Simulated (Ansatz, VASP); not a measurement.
# Cross-check of SnO2 between VASP and Ansatz, part 2 of 2

Aim: how closely do two programs agree when they are given the same cell, functional and k mesh? The cell is taken from a series of runs on this material, whose earlier steps may have relaxed, scaled, displaced or heated it; both programs get it as it stands.

VASP 6.6.1 and Ansatz 0.2.0.

So far: The structure; Ansatz: G0W0 gap, LDA.

## (3) VASP: G0W0 gap, LDA

Level of this step: G0W0 on LDA; plane waves and PAW (Sn_d_GW, O_GW) (VASP).

The same cell, functional (in two slightly different forms) and mesh now go to VASP, with its own data sets.

Lines of VASP's logs that name or quote its potential files are left out, and so is its time.

The run reads the wave functions of an earlier VASP run, which isn't shown here.

File INCAR:

```
SYSTEM = SnO2
PREC = Accurate
ENCUT = 440
ISMEAR = 0
SIGMA = 0.01
LREAL = .FALSE.
GGA = CA
NBANDS = 768
ALGO = EVGW0
NELMGW = 1
ENCUTGW = 140
NOMEGA = 64
PRECFOCK = Fast
NBANDSGW = 64
LWAVE = .FALSE.
LCHARG = .FALSE.
```

File POSCAR:

```
SnO2
1.0
   -5.2927103500      5.2927103500      1.5919895050
    5.2927103500     -5.2927103500      1.5919895050
    5.2927103500      5.2927103500     -1.5919895050
Sn O
4 8
Direct
    0.3490310027      0.1654964339      0.5145274367
    0.8345035661      0.3490310027      0.1835345688
    0.1654964339      0.6509689973      0.8164654312
    0.6509689973      0.8345035661      0.4854725633
    0.1598032229      0.4590844636      0.6188876865
    0.5409155364      0.1598032229      0.7007187593
    0.4590844636      0.8401967771      0.2992812407
    0.8401967771      0.5409155364      0.3811123135
    0.8436732874      0.7899938795      0.6336671668
    0.2100061205      0.8436732874      0.0536794079
    0.1563267126      0.2100061205      0.3663328332
    0.7899938795      0.1563267126      0.9463205921
```

File KPOINTS:

```
Automatic mesh
0
Gamma
4 4 4
0 0 0
```

The projector-augmented-wave data sets are Sn_d_GW and O_GW (LDA family, release 64).

Run with:

```
mpirun -np 16 vasp_std
```

Numbers of over 12 decimals in the logs are rounded to 6 here.

Log:

```text
[banner, memory and clock lines left out]
running   16 mpi-ranks, on    1 nodes
 distrk:  each k-point on   16 cores,    1 groups
 distr:  one band on    1 cores,   16 groups

 POSCAR found type information on POSCAR SnO
 POSCAR found :  2 types and      12 ions
|                                                                             |
|           W    W    AA    RRRRR   N    N  II  N    N   GGGG   !!!           |
|           W    W   A  A   R    R  NN   N  II  NN   N  G    G  !!!           |
|           W    W  A    A  R    R  N N  N  II  N N  N  G       !!!           |
|           W WW W  AAAAAA  RRRRR   N  N N  II  N  N N  G  GGG   !            |
|           WW  WW  A    A  R   R   N   NN  II  N   NN  G    G                |
|           W    W  A    A  R    R  N    N  II  N    N   GGGG   !!!           |
|                                                                             |
|     For optimal performance we recommend to set                             |
|       NCORE = 2 up to number-of-cores-per-socket                            |
|     NCORE specifies how many cores store one orbital (NPAR=cpu/NCORE).      |
|     This setting can greatly improve the performance of VASP for DFT.       |
|     The default, NCORE=1 might be grossly inefficient on modern             |
|     multi-core architectures or massively parallel machines. Do your        |
|     Unfortunately you need to use the default for GW and RPA                |
|     calculations (for HF NCORE is supported but not extensively tested      |
|     yet).                                                                   |
|                                                                             |

|                                                                             |
|           W    W    AA    RRRRR   N    N  II  N    N   GGGG   !!!           |
|           W    W   A  A   R    R  NN   N  II  NN   N  G    G  !!!           |
|           W    W  A    A  R    R  N N  N  II  N N  N  G       !!!           |
|           W WW W  AAAAAA  RRRRR   N  N N  II  N  N N  G  GGG   !            |
|           WW  WW  A    A  R   R   N   NN  II  N   NN  G    G                |
|           W    W  A    A  R    R  N    N  II  N    N   GGGG   !!!           |
|                                                                             |
|     The default for ENCUTGWSOFT is different in this version of VASP.       |
|     please manually set ENCUTGWSOFT =140 in the INCAR file.                 |
|                                                                             |

 LDA part: xc-table for (Slater(with rela. corr.)+CA(PZ))
 , standard interpolation
 found WAVECAR, reading the header
 POSCAR, INCAR and KPOINTS ok, starting setup
 FFT: planning ... GRIDC
 FFT: planning ... GRID_SOFT
 FFT: planning ... GRID
 reading WAVECAR
 the WAVECAR file was read successfully
 initial charge from wavefunction
 available memory per node:     31.09 GB, setting MAXMEM to     31832

 The Fermi energy was updated, please check that it is located mid-gap
 values below the HOMO (VB) or above the LUMO (CB) will cause erroneous energies
 E-fermi :   2.2342

 calculate exact exchange contribution
 the WAVEDER file was read successfully
energies w=
    0.000    0.000    0.537    0.000    1.073    0.000    1.606    0.000
    2.136    0.000    2.662    0.000    3.182    0.000    3.696    0.000
    4.204    0.000    4.705    0.000    5.199    0.000    5.686    0.000
    6.167    0.000    6.641    0.000    7.110    0.000    7.573    0.000
    8.031    0.000    8.485    0.000    8.935    0.000    9.383    0.000
    9.829    0.000   10.274    0.000   10.719    0.000   11.166    0.000
   11.614    0.000   12.066    0.000   12.523    0.000   12.986    0.000
   13.455    0.000   13.934    0.000   14.423    0.000   14.924    0.000
   15.439    0.000   15.971    0.000   16.521    0.000   17.092    0.000
   17.687    0.000   18.311    0.000   18.965    0.000   19.656    0.000
   20.387    0.000   21.166    0.000   21.998    0.000   22.892    0.000
   23.858    0.000   24.906    0.000   26.053    0.000   27.312    0.000
   28.707    0.000   30.262    0.000   32.010    0.000   33.992    0.000
   36.263    0.000   38.893    0.000   41.977    0.000   45.646    0.000
   50.085    0.000   55.564    0.000   62.495    0.000   71.536    0.000
   83.810    0.000  101.401    0.000  128.668    0.000  176.503    0.000
 responsefunction array rank=     688
 LDA part: xc-table for (Slater(with rela. corr.)+CA(PZ))
 , standard interpolation

 min. memory requirement per mpi rank   1105.3 MB, per node  17685.2 MB

 allocating   4 responsefunctions rank=   688
 shmem allocating  64 responsefunctions rank=   688
 response function shared by NCSHMEM nodes    1
 Doing            4  frequencies on each core in blocks of           64
NQ=   1    0.0000    0.0000    0.0000,
|.........|.........|.........|.........|.........|.........|.........|.........
 performed       6141000 updates of chi_q(r,r)
 total number of BLAS operations      21859.90 Gflops
NQ=   2    0.2500    0.0000    0.0000,
|.........|.........|.........|.........|.........|.........|.........|.........
 performed      17198000 updates of chi_q(r,r)
 total number of BLAS operations      61805.76 Gflops
NQ=   3    0.5000    0.0000    0.0000,
|.........|.........|.........|.........|.........|.........|.........|.........
 performed      25502000 updates of chi_q(r,r)
 total number of BLAS operations      92345.84 Gflops
NQ=   4    0.2500    0.2500    0.0000,
|.........|.........|.........|.........|.........|.........|.........|.........
 performed      36559000 updates of chi_q(r,r)
 total number of BLAS operations     133610.16 Gflops
NQ=   5    0.5000    0.2500    0.0000,
|.........|.........|.........|.........|.........|.........|.........|.........
 performed      47616000 updates of chi_q(r,r)
 total number of BLAS operations     173913.48 Gflops
NQ=   6   -0.2500    0.5000    0.0000,
|.........|.........|.........|.........|.........|.........|.........|.........
 performed      58673000 updates of chi_q(r,r)
 total number of BLAS operations     214216.80 Gflops
NQ=   7   -0.2500    0.2500    0.0000,
|.........|.........|.........|.........|.........|.........|.........|.........
 performed      67764000 updates of chi_q(r,r)
 total number of BLAS operations     246089.66 Gflops
NQ=   8    0.5000    0.5000    0.0000,
|.........|.........|.........|.........|.........|.........|.........|.........
 performed      74888000 updates of chi_q(r,r)
 total number of BLAS operations     271676.93 Gflops
NQ=   9    0.2500    0.2500    0.2500,
|.........|.........|.........|.........|.........|.........|.........|.........
 performed      82209000 updates of chi_q(r,r)
 total number of BLAS operations     299080.57 Gflops
NQ=  10   -0.2500    0.2500    0.2500,
|.........|.........|.........|.........|.........|.........|.........|.........
 performed      91300000 updates of chi_q(r,r)
 total number of BLAS operations     330569.42 Gflops
NQ=  11    0.5000    0.5000    0.2500,
|.........|.........|.........|.........|.........|.........|.........|.........
 performed     100391000 updates of chi_q(r,r)
 total number of BLAS operations     361486.63 Gflops
NQ=  12   -0.2500    0.5000    0.2500,
|.........|.........|.........|.........|.........|.........|.........|.........
 performed     111448000 updates of chi_q(r,r)
 total number of BLAS operations     402029.14 Gflops
NQ=  13   -0.2500   -0.2500    0.2500,
|.........|.........|.........|.........|.........|.........|.........|.........
 performed     118572000 updates of chi_q(r,r)
 total number of BLAS operations     427999.73 Gflops
NQ=  14    0.5000    0.5000    0.5000,
|.........|.........|.........|.........|.........|.........|.........|.........
 performed     124713000 updates of chi_q(r,r)
 total number of BLAS operations     448631.97 Gflops
 resolving degeneracies of screened two electron integrals

 calculate QP shifts <psi_nk| G(iteration)W_0 |psi_nk>: iteration 1
 entering main loop
```

OUTCAR, selected parts (step 3):

```text
ion  position               nearest neighbor table
   1  0.349  0.165  0.515-   6 2.03   9 2.07   9 2.07   8 2.07   8 2.07  11 2.09
   2  0.835  0.349  0.184-   8 2.03  10 2.07  10 2.07   7 2.07   7 2.07  12 2.09
   3  0.165  0.651  0.816-   5 2.03  12 2.07  12 2.07   6 2.07   6 2.07  10 2.09
   4  0.651  0.835  0.485-   7 2.03  11 2.07  11 2.07   5 2.07   5 2.07   9 2.09
   5  0.160  0.459  0.619-   3 2.03   4 2.07   4 2.07
   6  0.541  0.160  0.701-   1 2.03   3 2.07   3 2.07
   7  0.459  0.840  0.299-   4 2.03   2 2.07   2 2.07
   8  0.840  0.541  0.381-   2 2.03   1 2.07   1 2.07
   9  0.844  0.790  0.634-   1 2.07   1 2.07   4 2.09
  10  0.210  0.844  0.054-   2 2.07   2 2.07   3 2.09
  11  0.156  0.210  0.366-   4 2.07   4 2.07   1 2.09
  12  0.790  0.156  0.946-   3 2.07   3 2.07   2 2.09

  LATTYP: Found a body centered tetragonal cell.
 ALAT       =    10.5854207000
 C/A-ratio  =     0.3007890853

 Subroutine GETGRP returns: Found  8 space group operations
 (whereof  8 operations were pure point group operations)

The static configuration has the point symmetry C_4h.

 Found     14 irreducible k-points:

   k-points           NKPTS =     14   k-points in BZ     NKDIM =     64   number of bands    NBANDS=    768

   dimension x,y,z NGX =    54 NGY =   54 NGZ =   54
   dimension x,y,z NGXF=   108 NGYF=  108 NGZF=  108

   ENCUT  =  440.0 eV  32.34 Ry    5.69 a.u.  13.09 13.09 13.09*2*pi/ulx,y,z

   NELECT =     104.0000    total number of electrons

  energy-cutoff  :      440.00
  volume of cell :      178.38
      direct lattice vectors                 reciprocal lattice vectors
    -5.292710350  5.292710350  1.591989505     0.000000000  0.094469557  0.314072422
     5.292710350 -5.292710350  1.591989505     0.094469557  0.000000000  0.314072422
     5.292710350  5.292710350 -1.591989505     0.094469557  0.094469557  0.000000000

 k-points in reciprocal lattice and weights: Automatic mesh
   0.00000000  0.00000000  0.00000000       0.016
   0.25000000  0.00000000  0.00000000       0.125
   0.50000000  0.00000000  0.00000000       0.062
   0.25000000  0.25000000  0.00000000       0.125
   0.50000000  0.25000000  0.00000000       0.125
  -0.25000000  0.50000000  0.00000000       0.125
  -0.25000000  0.25000000  0.00000000       0.062
   0.50000000  0.50000000  0.00000000       0.031
   0.25000000  0.25000000  0.25000000       0.031
[...]
-0.25000000 -0.25000000  0.25000000       0.031
   0.50000000  0.50000000  0.50000000       0.016

 E-fermi :   2.2342

 QP shifts <psi_nk| G(iteration)W_0 |psi_nk>: iteration 1
 for sc-GW calculations column KS-energies equals QP-energies in previous step
 and V_xc(KS)=  KS-energies - (<T + V_ion + V_H > + <T+V_H+V_ion>^1  + <V_x>^1)
 k-point   1 :       0.0000    0.0000    0.0000
  band No.  KS-energies  QP-energies   sigma(KS)   V_xc(KS)     V^pw_x(r,r')   Z            occupation Imag(sigma)
    ...
     49       0.7178       0.0780     -20.7089     -19.8549     -24.6765       0.7491       2.0000       0.0857
     50       0.9974       0.1837     -20.1918     -19.0842     -24.7707       0.7346       2.0000       0.0960
     51       0.9974       0.1837     -20.1918     -19.0842     -24.7707       0.7346       2.0000       0.0960
     52       1.0152       0.2819     -20.7729     -19.7862     -25.3157       0.7431       2.0000       0.0898
     53       3.2459       4.1994     -13.6781     -14.8494     -10.8733       0.8140       0.0000      -0.0115
     54       6.2396       7.6267     -14.3023     -16.0427     -10.6137       0.7970       0.0000      -0.0321
     55       6.2396       7.6267     -14.3023     -16.0427     -10.6137       0.7970       0.0000      -0.0321
     56       6.6522       8.1100     -15.1296     -16.9830     -11.4082       0.7866       0.0000      -0.0398
    ...

 k-point   2 :       0.2500    0.0000    0.0000
  band No.  KS-energies  QP-energies   sigma(KS)   V_xc(KS)     V^pw_x(r,r')   Z            occupation Imag(sigma)
    ...
     49       0.6950      -0.0508     -20.4188     -19.4147     -24.8553       0.7427       2.0000       0.0908
     50       0.7840       0.0833     -20.4912     -19.5509     -24.7276       0.7453       2.0000       0.0892
     51       1.1098       0.3310     -20.4788     -19.4190     -25.0161       0.7348       2.0000       0.0946
     52       1.1098       0.3310     -20.4788     -19.4190     -25.0161       0.7348       2.0000       0.0946
     53       5.5089       6.8403     -15.4063     -17.0838     -12.1988       0.7937       0.0000      -0.0223
     54       6.9379       8.4976     -15.5299     -17.5207     -11.7086       0.7835       0.0000      -0.0357
     55       7.1204       8.7122     -15.4977     -17.5364     -11.5970       0.7808       0.0000      -0.0363
     56       7.5896       9.2317     -15.5075     -17.6246     -11.4342       0.7757       0.0000      -0.0440
    ...

 k-point   3 :       0.5000    0.0000    0.0000
  band No.  KS-energies  QP-energies   sigma(KS)   V_xc(KS)     V^pw_x(r,r')   Z            occupation Imag(sigma)
    ...
     49       0.6959       0.0497     -20.6706     -19.8088     -24.6691       0.7498       2.0000       0.0842
     50       0.8296       0.0726     -20.2599     -19.2338     -24.6112       0.7378       2.0000       0.0940
     51       1.0131       0.2933     -20.6435     -19.6708     -24.9690       0.7399       2.0000       0.0913
     52       1.0188       0.2663     -20.4789     -19.4587     -24.8949       0.7376       2.0000       0.0932
     53       6.9528       8.4696     -14.4612     -16.3690     -10.5519       0.7950       0.0000      -0.0310
     54       6.9629       8.4915     -14.5984     -16.5253     -10.6725       0.7933       0.0000      -0.0310
     55       7.4546       9.0998     -15.4113     -17.5179     -11.3805       0.7810       0.0000      -0.0378
     56       7.4770       9.1287     -15.4801     -17.5975     -11.4518       0.7801       0.0000      -0.0385
    ...

 k-point   4 :       0.2500    0.2500    0.0000
  band No.  KS-energies  QP-energies   sigma(KS)   V_xc(KS)     V^pw_x(r,r')   Z            occupation Imag(sigma)
    ...
     49       0.6983       0.0461     -20.6527     -19.7831     -24.6784       0.7499       2.0000       0.0849
     50       0.8760       0.1251     -20.3359     -19.3190     -24.6848       0.7384       2.0000       0.0934
     51       0.9216       0.1823     -20.4549     -19.4546     -24.8039       0.7391       2.0000       0.0929
     52       1.0676       0.3306     -20.6176     -19.6209     -25.0046       0.7394       2.0000       0.0920
     53       6.9131       8.4341     -14.5792     -16.4931     -10.6767       0.7948       0.0000      -0.0305
     54       7.0337       8.5667     -14.5769     -16.5128     -10.6466       0.7919       0.0000      -0.0319
     55       7.4001       9.0307     -15.2607     -17.3416     -11.2364       0.7836       0.0000      -0.0367
     56       7.5018       9.1554     -15.5362     -17.6627     -11.5034       0.7776       0.0000      -0.0391
    ...

[... 4 further parts left out ...]
```

## (4) Comparison

Known differences besides the potentials themselves: the two LDA forms differ slightly; fixed occupations in Ansatz, narrow Gaussian smearing in VASP; the cutoff is 420 eV in Ansatz and 440 eV in VASP; VASP's log shows a relativistic correction to its local exchange, Ansatz's none; Ansatz integrates over frequency by contour deformation, VASP on a grid of NOMEGA points. Total energies have different zeros and are not compared.

The two programs side by side:

| quantity | Ansatz | VASP | difference |
| --- | --- | --- | --- |
| G0W0 gap on the mesh (eV) | 3.80 | 3.79 | +0.01 |
| Kohn-Sham gap under it (eV) | 2.02 | 2.02 | -0.01 |

## (5) Results

```
difference in G0W0 gap on the mesh (G0W0 gap, LDA) : 0.013 eV
```

What this shows: The difference in G0W0 gap on the mesh is 0.013 eV (G0W0 gap, LDA). How closely two codes agree says nothing of how well the functional describes the real material.

[Lines on the potential files, build, host, timing and source positions are cut from VASP's logs without a mark.]

[Logs are printed without paths, hosts, clocks, repeated set-up lines and the standing remarks that a program may print on its own settings, such as how far it seeks lower states.]

[Hosts, paths, dates, database ids (printed as entryN), source tags and the programs' standing remarks are cut or masked in the printed files.]
